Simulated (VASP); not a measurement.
# TaGa: structure and properties in VASP

Aim: relax TaGa, then compute properties on the relaxed cell. The steps: rough relaxation of the start cell, relaxing cell and atoms (PW91), density, ELF and potential (PW91), band structure (PW91) and density of states (PW91). The cell is invented: it takes the structure of a Materials Project entry for VGa (space group 187 there), with some of its atoms replaced by other elements, volume scaled by an estimate. It may not be a known or stable phase.

Calculated with VASP 6.6.1; PW91; plane waves and PAW (Ta_pv, Ga_d); invented cell.

Report form: the programs' logs are mostly left out.

### Step 1. The starting structure

Before any relaxation, the start is as follows. It takes space group P-6m2 (No. 187, hexagonal). Conventional cell: a = 2.912 Å, b = 2.912 Å, c = 4.567 Å, α = 90.00°, β = 90.00°, γ = 120.00°. Nearest to Ta lie 6 Ga at 2.84 Å and 6 Ta at 2.91 Å. Nearest to Ga lie 6 Ta at 2.84 Å and 6 Ga at 2.91 Å. It derives from VGa. it takes the structure of a Materials Project entry for VGa (space group 187 there), with some of its atoms replaced by other elements, volume scaled by an estimate. Farther neighbours are not listed.

Coordinates:

```cif
data_structure
_symmetry_space_group_name_H-M 'P-6m2'
_symmetry_Int_Tables_number 187
_cell_length_a 2.9117
_cell_length_b 2.9117
_cell_length_c 4.5671
_cell_angle_alpha 90.000
_cell_angle_beta 90.000
_cell_angle_gamma 120.000
_cell_volume 33.53
loop_
_atom_site_label
_atom_site_type_symbol
_atom_site_symmetry_multiplicity
_atom_site_Wyckoff_symbol
_atom_site_fract_x
_atom_site_fract_y
_atom_site_fract_z
_atom_site_occupancy
Ta1 Ta 1 e 0.66667 0.33333 0.00000 1
Ga1 Ga 1 b 0.00000 0.00000 0.50000 1
```

### Step 2. Rough relaxation of the start cell

The start is only an estimate, so a cheap relaxation brings it near a minimum before any careful run. PW91 is the forerunner of PBE and gives much the same.

INCAR reads:

```
SYSTEM = TaGa
PREC = Normal
ENCUT = 400
EDIFF = 1E-05
NELM = 60
ISMEAR = -1
SIGMA = 0.05
LREAL = .FALSE.
ALGO = Fast
GGA = 91
NBANDS = 18
LORBIT = 11
LWAVE = .FALSE.
LCHARG = .FALSE.
IBRION = 2
NSW = 40
ISIF = 3
EDIFFG = -0.04
```

POSCAR reads:

```
TaGa
1.0
    2.9117060000      0.0000000000      0.0000000000
   -1.4558530000      2.5216110000      0.0000000000
    0.0000000000      0.0000000000      4.5671110000
Ta Ga
1 1
Direct
    0.6666666700      0.3333333300      0.0000000000
    0.0000000000      0.0000000000      0.5000000000
```

KPOINTS reads:

```
Automatic mesh
0
Gamma
6 6 4
0 0 0
```

The projector-augmented-wave data sets are Ta_pv and Ga_d (PBE family, release 64).

The run is started by

```
> mpirun -np 1 vasp_std
```

The job ended after 4.6 s (1 MPI rank of Intel Xeon 6975P-C (Granite Rapids), shared host; peak memory 0.12 GiB).

The k-mesh is coarse for a metal. This relaxation is a rough one on cheap settings, only to bring the start near its minimum. The PAW data sets were made with PBE, which is usual practice but a small mismatch for other functionals. The run keeps the 12 symmetry operations of its start, so it cannot find a distortion of lower symmetry.

Relaxation path:

```tsv
step	energy less that of the first step (eV)	largest force (eV/Å)	pressure (GPa)	volume (Å³)
1	0.0000	0.0000	4.56	33.53
2	0.0131	0.0000	-6.09	35.90
3	-0.0133	0.0000	0.04	34.52
```

```tsv
conventional cell, symmetrised	before	after	change
a (Å)	2.912	2.939	+0.9 %
b (Å)	2.912	2.939	+0.9 %
c (Å)	4.567	4.614	+1.0 %
volume (Å³/atom)	16.77	17.26	+2.9 %
```

Final coordinates:

```
Ta Ga
1.0
     2.93908    0.00000    0.00000
    -1.46954    2.54532    0.00000
     0.00000    0.00000    4.61400
Ta Ga
1 1
Cartesian
  1.4695 0.8484 0.0000
  0.0000 0.0000 2.3070
```

Numbers from this step:

```
electrons                       : 24
bands                           : 18
irreducible k-points            : 21
symmetry operations             : 12
free energy (TOTEN)             : -14.93 eV
energy at zero smearing         : -14.92 eV
Fermi energy                    : 6.324 eV
pressure                        : 0.03574 GPa
metallic                        : yes
SCF cycles over all ionic steps : 28
```

It ends with forces that vanish by symmetry and a pressure of 0.04 GPa.

### Step 3. Relaxing cell and atoms (PW91)

Properties are meant for the cell that this level of theory prefers, so cell and atoms are relaxed first (ISIF = 3) until forces and stress are small; EDIFFG sets the threshold.

INCAR reads:

```
SYSTEM = TaGa
PREC = Accurate
ENCUT = 400
EDIFF = 1E-06
NELM = 100
ISMEAR = -1
SIGMA = 0.05
LREAL = .FALSE.
ALGO = Normal
GGA = 91
NBANDS = 18
LORBIT = 11
LWAVE = .FALSE.
LCHARG = .FALSE.
IBRION = 2
NSW = 60
ISIF = 3
EDIFFG = -0.01
```

POSCAR reads:

```
TaGa
1.0
    2.9390775196      0.0000000000      0.0000000000
   -1.4695387598      2.5453154210      0.0000000000
    0.0000000000      0.0000000000      4.6139984018
Ta Ga
1 1
Direct
    0.6666666700      0.3333333300      0.0000000000
    0.0000000000      0.0000000000      0.5000000000
```

KPOINTS reads:

```
Automatic mesh
0
Gamma
8 8 4
0 0 0
```

The run is started by

```
> mpirun -np 1 vasp_std
```

Run time: 15 s. Hardware: 1 MPI rank; peak memory 0.14 GiB.

The steps of the relaxation:

```tsv
step	energy less that of the first step (eV)	largest force (eV/Å)	pressure (GPa)	volume (Å³)
1	0.0000	0.0000	-0.28	34.52
2	-0.0053	0.0000	0.46	34.36
3	-0.0056	0.0000	0.27	34.39
4	-0.0056	0.0000	-0.36	34.53
5	-0.0057	0.0000	0.01	34.45
```

```tsv
conventional cell, symmetrised	before	after	change
a (Å)	2.939	2.955	+0.5 %
b (Å)	2.939	2.955	+0.5 %
c (Å)	4.614	4.555	-1.3 %
volume (Å³/atom)	17.26	17.22	-0.2 %
```

The relaxed structure:

```cif
data_structure
_symmetry_space_group_name_H-M 'P 1'
_symmetry_Int_Tables_number 1
_cell_length_a 2.9552
_cell_length_b 2.9552
_cell_length_c 4.5548
_cell_angle_alpha 90.000
_cell_angle_beta 90.000
_cell_angle_gamma 120.000
_cell_volume 34.45
loop_
_atom_site_label
_atom_site_type_symbol
_atom_site_fract_x
_atom_site_fract_y
_atom_site_fract_z
_atom_site_occupancy
Ta1 Ta 0.66667 0.33333 0.00000 1
Ga2 Ga 0.00000 0.00000 0.50000 1
```

This step gave:

```yaml
irreducible_k_points: 30
free_energy_toten: -14.97 eV
energy_at_zero_smearing: -14.97 eV
fermi_energy: 5.981 eV
pressure: 0.009150 GPa
scf_cycles_over_all_ionic_steps: 38
```

It ends with forces that vanish by symmetry and a pressure of 0.01 GPa.

### Step 4. Density, ELF and potential (PW91)

The relaxed cell gets a fresh self-consistent run, on a basis set for its own volume, to fix the density and to check the remaining stress.

INCAR, as its differences from that of step 3:

```diff
@@ -13,6 +13,5 @@
 LWAVE = .FALSE.
-LCHARG = .FALSE.
-IBRION = 2
-NSW = 60
-ISIF = 3
-EDIFFG = -0.01
+LCHARG = .TRUE.
+ISIF = 2
+LELF = .TRUE.
+LVHAR = .TRUE.
```

POSCAR reads:

```
TaGa
1.0
    2.9552379592      0.0000000000      0.0000000000
   -1.4776189796      2.5593107660      0.0000000000
    0.0000000000      0.0000000000      4.5547920310
Ta Ga
1 1
Direct
    0.6666666700      0.3333333300      0.0000000000
    0.0000000000      0.0000000000      0.5000000000
```

KPOINTS is that of step 3.

The run is started by

```
> mpirun -np 1 vasp_std
```

Elapsed: 5.4 s, on 1 MPI rank; peak memory 0.14 GiB.

This step gave:

```yaml
scf_cycles: 12
pressure: -0.007606 GPa
```

Valence electrons inside each PAW sphere by angular momentum. Sphere charges, by row:

```tsv
atom	s (e)	p (e)	d (e)	tot (e)
Ta1	0.333	6.172	2.304	8.809
Ga2	0.926	0.806	9.981	11.71
```

Electrostatic potential energy in the ac plane at fractional y = 0.000, with atoms of Ga within 0.2 Å of it. With pseudopotentials it is smooth inside the atoms' cores, unlike the true potential.

Ten even steps from '_' (-46 eV) to '@' (1 eV):
```
@@@@@@%%%%####****####%%%%@@@@
@@@@@@@@%%############%%@@@@@@
@@@@@@@@%%%%########%%%%@@@@@@
@@@@@@@@@@%%%%%%%%%%%%@@@@@@@@
@@@@@@@@@@@@@@@@@@@@@@@@@@@@@@
@@@@@@@@@@@@@@@@@@@@@@@@@@@@@@
**####@@@@@@@@@@@@@@@@@@@@####
--==++**%%@@@@@@@@@@@@%%**++==
....--==##@@@@@@@@@@@@##==--..
____..--++%%@@@@@@@@%%++--..__
______::++%%@@@@@@@@%%++::____
______::++%%@@@@@@@@%%++::____
____..--++%%@@@@@@@@%%++--..__
....--==##@@@@@@@@@@@@##==--..
--==++**%%@@@@@@@@@@@@%%**++==
**####@@@@@@@@@@@@@@@@@@@@####
@@@@@@@@@@@@@@@@@@@@@@@@@@@@@@
@@@@@@@@@@@@@@@@@@@@@@@@@@@@@@
@@@@@@@@@@%%%%%%%%%%%%@@@@@@@@
@@@@@@@@%%%%########%%%%@@@@@@
@@@@@@@@%%############%%@@@@@@
@@@@@@%%%%####****####%%%%@@@@
@@@@@@%%######****######%%@@@@
```
Columns run along a (3.0 Å; values clipped at the 3rd and 97th percentile), rows up along c (4.6 Å). Atoms in or near the plane, at fractional coordinates: Ga at (0.00, 0.50).

ELF in the ac plane at fractional y = 0.000, with atoms of Ga within 0.2 Å of it. It is the smooth field of the valence electrons, not physical close to the nuclei.

Ten even steps from '_' (0.02) to '@' (0.63):
```
%%##++----++********++----++##
%%%%**==----==++++==----==**%%
@@%%##==--::::----::::--==##%%
@@@@%%**--::::....::::--**%%@@
@@@@@@##++--::::::::--++##@@@@
##########++==----==++########
************++====++**********
==++++++++++++++++++++++++++++
::::--==++==++++++++==++==--::
____..--======++++======--..__
--____::================::____
--____::================::____
____..--======++++======--..__
::::--==++==++++++++==++==--::
==++++++++++++++++++++++++++++
************++====++**********
##########++==----==++########
@@@@@@##++--::::::::--++##@@@@
@@@@%%**--::::....::::--**%%@@
@@%%##==--::::----::::--==##%%
%%%%**==----==++++==----==**%%
%%##++----++********++----++##
%%##++--==++######**++==--++##
```
Columns run along a (3.0 Å), rows up along c (4.6 Å). Atoms in or near the plane, at fractional coordinates: Ga at (0.00, 0.50).

Valence density in the ac plane at fractional y = 0.000, with atoms of Ga within 0.2 Å of it. It is the smooth field of the valence electrons, not physical close to the nuclei.

Ten steps, logarithmic in the rise over the least value, from '0' (0 e/Å³) to '9' (16 e/Å³):
```
001112333321110
001112233221110
000011122111000
100000111100000
111000000000011
111100000000111
222110000001122
554210000001245
776421000012467
997631000013679
998641000014689
998641000014689
997631000013679
776421000012467
554210000001245
222110000001122
111100000000111
111000000000011
100000111100000
000011122111000
001112233221110
001112333321110
011122344322111
```
Columns run along a (3.0 Å), rows up along c (4.6 Å). Atoms in or near the plane, at fractional coordinates: Ga at (0.00, 0.50).

In this run the pressure is -0.01 GPa, small enough to go on.

### Step 5. Band structure (PW91)

The mesh alone shows little of the dispersion and can miss band extrema, so KPOINTS_OPT adds a path through the symmetry points after the self-consistent cycle.

INCAR reads:

```
SYSTEM = TaGa
PREC = Accurate
ENCUT = 400
EDIFF = 1E-06
NELM = 100
ISMEAR = -1
SIGMA = 0.05
LREAL = .FALSE.
ALGO = Normal
GGA = 91
NBANDS = 24
LORBIT = 11
LWAVE = .FALSE.
LCHARG = .FALSE.
```

POSCAR is that of step 4.

KPOINTS is that of step 4.

KPOINTS_OPT reads:

```
Line mode
16
Line-mode
Reciprocal
  0.00000000   0.00000000   0.00000000 GAMMA
  0.50000000   0.00000000   0.00000000 M

  0.50000000   0.00000000   0.00000000 M
  0.33333333   0.33333333   0.00000000 K

  0.33333333   0.33333333   0.00000000 K
  0.00000000   0.00000000   0.00000000 GAMMA

  0.00000000   0.00000000   0.00000000 GAMMA
  0.00000000   0.00000000   0.50000000 A

  0.00000000   0.00000000   0.50000000 A
  0.50000000   0.00000000   0.50000000 L

  0.50000000   0.00000000   0.50000000 L
  0.33333333   0.33333333   0.50000000 H

  0.33333333   0.33333333   0.50000000 H
  0.00000000   0.00000000   0.50000000 A

  0.50000000   0.00000000   0.50000000 L
  0.50000000   0.00000000   0.00000000 M

  0.33333333   0.33333333   0.00000000 K
  0.33333333   0.33333333   0.50000000 H
```

The run is started by

```
> mpirun -np 1 vasp_std
```

Wall time 23 s (1 MPI rank); peak memory 0.16 GiB.

Spin-orbit coupling is off here; with elements this heavy it splits and shifts levels by tenths of an eV or more.

This step gave:

```
SCF cycles : 11
bands      : 24
pressure   : -0.01853 GPa
```

Electronic bands along the path, in eV, zero at the Fermi level; # counts the bands kept:

```tsv
point	#1	#2	#3	#4	#5	#6	#7	#8
Γ	-10.29	-3.82	-1.50	0.86	0.86	3.63	3.63	5.47
0.47 of the way	-8.90	-2.36	-2.11	-0.43	2.57	3.08	4.36	4.43
M	-5.21	-3.67	-2.75	-2.10	2.50	5.23	5.80	6.06
0.47 of the way	-4.70	-3.37	-2.44	-1.63	1.04	3.51	3.55	6.35
K	-3.54	-2.74	-1.88	-1.80	-0.41	2.07	2.19	5.65
0.47 of the way	-7.91	-2.27	-1.38	-1.16	2.11	2.61	4.86	5.35
Γ	-10.29	-3.82	-1.50	0.86	0.86	3.63	3.63	5.47
0.47 of the way	-9.80	-5.07	-1.34	0.91	0.91	3.52	3.52	6.90
A	-8.76	-6.80	-1.24	0.97	0.97	3.39	3.39	8.86
0.53 of the way	-7.53	-4.61	-0.87	0.34	0.52	2.30	3.22	5.95
L	-5.36	-3.46	-2.74	0.39	1.22	1.59	3.67	6.22
0.47 of the way	-5.03	-2.71	-2.61	0.18	0.59	1.15	3.94	6.35
H	-4.24	-2.81	-1.45	-0.47	-0.30	1.29	4.68	4.78
0.47 of the way	-7.12	-3.88	-0.93	0.39	0.49	0.84	4.15	6.58
A	-8.76	-6.80	-1.24	0.97	0.97	3.39	3.39	8.86
jump to L	-5.36	-3.46	-2.74	0.39	1.22	1.59	3.67	6.22
0.47 of the way	-5.07	-4.26	-2.33	-0.80	1.93	2.31	4.85	6.21
M	-5.21	-3.67	-2.75	-2.10	2.50	5.23	5.80	6.06
jump to K	-3.54	-2.74	-1.88	-1.80	-0.41	2.07	2.19	5.65
0.47 of the way	-3.90	-2.37	-2.09	-1.59	-0.34	2.91	3.22	4.09
H	-4.24	-2.81	-1.45	-0.47	-0.30	1.29	4.68	4.78
```

Of the projections kept (Ta, Ga), the largest for each band there; the rest of the weight can lie on other orbitals:

```tsv
point	#1	#2	#3	#4	#5	#6	#7	#8
Γ	Ga 0.76	Ta 0.86	Ga 0.69	Ta 0.98	Ta 0.98	Ta 0.99	Ta 0.99	Ta 0.76
M	Ga 0.59	Ga 0.83	Ta 0.76	Ta 0.86	Ta 0.96	Ga 0.62	Ta 0.67	Ta 0.77
K	Ga 0.74	Ga 0.52	Ta 0.54	Ta 0.72	Ta 0.91	Ta 0.66	Ta 0.65	Ta 0.90
Γ	Ga 0.76	Ta 0.86	Ga 0.69	Ta 0.98	Ta 0.98	Ta 0.99	Ta 0.99	Ta 0.76
A	Ga 0.91	Ta 0.76	Ta 0.87	Ta 0.99	Ta 0.99	Ta 0.95	Ta 0.95	Ga 0.62
L	Ga 0.66	Ta 0.90	Ga 0.88	Ta 0.70	Ta 0.84	Ta 0.85	Ta 0.62	Ta 1.00
```

There is no gap at this level.

### Step 6. Density of states (PW91)

A density of states needs more k-points than a total energy; ISMEAR = -5 takes tetrahedra, and LORBIT projects the states on the PAW spheres. The mesh is finer than in the run before.

INCAR, as its differences from that of step 5:

```diff
@@ -5,3 +5,3 @@
 NELM = 100
-ISMEAR = -1
+ISMEAR = -5
 SIGMA = 0.05
@@ -14 +14,2 @@
 LCHARG = .FALSE.
+NEDOS = 2001
```

POSCAR is that of step 5.

KPOINTS reads:

```
Automatic mesh
0
Gamma
11 11 6
0 0 0
```

The run is started by

```
> mpirun -np 1 vasp_std
```

Run time: 12 s. Hardware: 1 MPI rank; peak memory 0.16 GiB.

With tetrahedra the forces and stress of a metal are not exact derivatives of the energy.

Numbers from this step:

* irreducible k-points: 64
* free energy (TOTEN): -14.94 eV
* Fermi energy: 6.088 eV
* pressure: 0.2423 GPa
* DOS at the Fermi level: 1.172 states/eV/cell

The density of states has structure finer than the step of the table below, so its rows give means over 0.5 eV, whole bins alone (the curve runs from -12.0 to 7.95 eV). Peaks (eV: height): total -1.97: 1.99, -0.88: 2.36, 2.81: 1.92, 3.80: 2.27; Ta d -0.88: 1.02, 2.09: 1.14, 2.81: 1.19, 3.80: 1.05; Ga p -1.97: 0.282, -0.61: 0.224, 3.80: 0.238, 7.23: 0.268; Ga s -5.57: 0.246, -5.12: 0.217, 2.54: 0.103, 3.80: 0.242; Ta p -0.61: 0.148, 3.80: 0.0719, 4.88: 0.055, 7.41: 0.0545.

States under -12.0 eV and over 7.9 eV are left out. Density of states against energy, zero at the Fermi level; means over each step; values in states/eV/cell:

```tsv
energy (eV)	total	Ta d	Ga p	Ga s	Ta p	Ta s
-11.0	0	0	0	0	0	0
-10.5	0.00486	2.2e-5	1.3e-5	0.00190	1.3e-5	5.5e-4
-10.0	0.104	5.8e-4	0.00100	0.0408	8.3e-4	0.0107
-9.5	0.191	0.00157	0.00329	0.0757	0.00283	0.0167
-9.0	0.295	0.00333	0.00696	0.121	0.00682	0.0193
-8.5	0.336	0.00631	0.0117	0.137	0.00882	0.0179
-8.0	0.347	0.0100	0.0160	0.138	0.00907	0.0167
-7.5	0.356	0.0147	0.0201	0.137	0.00921	0.0152
-7.0	0.367	0.0211	0.0236	0.137	0.00899	0.0144
-6.5	0.416	0.0300	0.0293	0.143	0.00937	0.0212
-6.0	0.511	0.0486	0.0364	0.161	0.0104	0.0326
-5.5	0.673	0.0791	0.0441	0.208	0.0130	0.0434
-5.0	0.557	0.0677	0.0381	0.157	0.0137	0.0453
-4.5	0.382	0.0476	0.0311	0.0723	0.0134	0.0480
-4.0	0.590	0.119	0.0672	0.0372	0.0189	0.0751
-3.5	1.08	0.285	0.129	0.0438	0.0312	0.108
-3.0	1.15	0.325	0.162	0.0435	0.0359	0.0737
-2.5	1.18	0.411	0.182	0.0340	0.0302	0.0292
-2.0	1.65	0.654	0.233	0.0361	0.0562	0.0146
-1.5	1.57	0.653	0.190	0.0331	0.0623	0.0103
-1.0	1.93	0.839	0.183	0.0444	0.0927	0.0211
-0.5	1.73	0.702	0.160	0.0379	0.111	0.0219
0.0	1.03	0.545	0.0718	0.0114	0.0338	0.00482
0.5	0.708	0.423	0.0435	0.00879	0.00951	0.00265
1.0	0.985	0.595	0.0555	0.0119	0.0164	0.00814
1.5	1.46	0.916	0.0798	0.0139	0.0204	0.0149
2.0	1.65	1.02	0.106	0.0387	0.0182	0.0235
2.5	1.55	0.853	0.112	0.0884	0.0274	0.0407
3.0	1.66	1.03	0.101	0.0642	0.0287	0.0294
3.5	1.54	0.810	0.137	0.115	0.0407	0.0316
4.0	1.55	0.698	0.161	0.180	0.0543	0.0320
4.5	0.783	0.313	0.108	0.0691	0.0373	0.0174
5.0	1.16	0.490	0.173	0.0899	0.0493	0.0276
5.5	1.20	0.541	0.182	0.0908	0.0419	0.0286
6.0	0.901	0.434	0.135	0.0570	0.0288	0.0237
6.5	0.820	0.332	0.163	0.0525	0.0242	0.0305
7.0	1.18	0.479	0.236	0.0520	0.0423	0.0520
7.5	1.12	0.374	0.248	0.0427	0.0506	0.0630
```

The finer mesh and the other smearing move the Fermi level by +0.11 eV from the 8×8×4 run, one measure of the sampling error in the zero of the bands above. Of the states within 0.3 eV of the Fermi level, the largest shares in the PAW spheres are Ta d 53 % and Ga p 7 %. The rest lies in smaller channels or between the spheres.

### Step 7. Results

| Property | Result |
| --- | --- |
| relaxed volume | 17.22 Å³/atom |
| relaxed conventional cell a, b, c | 2.955, 2.955, 4.555 Å; angles 90.0, 90.0, 120.0° |
| space group after relaxing, within 0.02 Å | P-6m2 (No. 187) |
| band gap | none, a metal |
| DOS at the Fermi level | 1.17 states/eV/cell |

What this shows: With PW91, TaGa relaxes to 17.22 Å³/atom in space group P-6m2 (held by the symmetry of the run) and comes out as a metal. Band structure (PW91): Of the bands kept, 2 cross the Fermi level on this path. Spin-orbit coupling is left out, and with elements this heavy it would split and shift bands near the Fermi level. The k-sampling is coarse for a metal, so the Fermi level, pressures and the shape of the cell carry errors. No search among competing phases was made. All values are for a static lattice at zero temperature.

[Lines on the potential files, build, host, timing and source positions are cut from VASP's logs without a mark.]

[Logs are printed without paths, hosts, clocks, repeated set-up lines and the standing remarks that a program may print on its own settings, such as how far it seeks lower states.]

[Hosts, paths, dates, database ids (printed as entryN), source tags and the programs' standing remarks are cut or masked in the printed files.]

[A measured line is paired with the nearest computed mode of its activity, which favours agreement.]
